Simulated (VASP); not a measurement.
Shape and ions are relaxed at each volume.

Data:

AlTi is modelled in the tetragonal space group P4/mmm (No. 123), Pearson symbol tP2. Conventional cell: a = 2.811 Å, b = 2.811 Å, c = 4.049 Å, α = 90.00°, β = 90.00°, γ = 90.00°. Ti on 1a has 4 Ti at 2.811 Å and 8 Al at 2.837 Å (cuboctahedral). Al on 1d has 4 Al at 2.811 Å and 8 Ti at 2.837 Å (cuboctahedral). (Neighbours: up to the widest gap in distance over summed covalent radii, below 1.35, at either atom.)

Method: optB86b-vdW, VASP's PBE PAW potentials (set 64) (plane waves; VASP). Numerical set-up: 520 eV cut-off, 13×13×9 Γ-centred mesh, first-order Methfessel-Paxton smearing of 0.10 eV, potentials Ti_sv Al.

Question: Give the energy at these volumes per atom, relative to the lowest: 15.04, 15.52, 16.00, 16.48, 16.96 Å³.

Answer: 23.2, 5.5, 0.0, 5.0, 19.0 meV/atom. A third-order Birch-Murnaghan fit gives B0 = 117 GPa and B0′ = 3.9.

The compound is TiAl in the L1_0 structure. It was relaxed first.
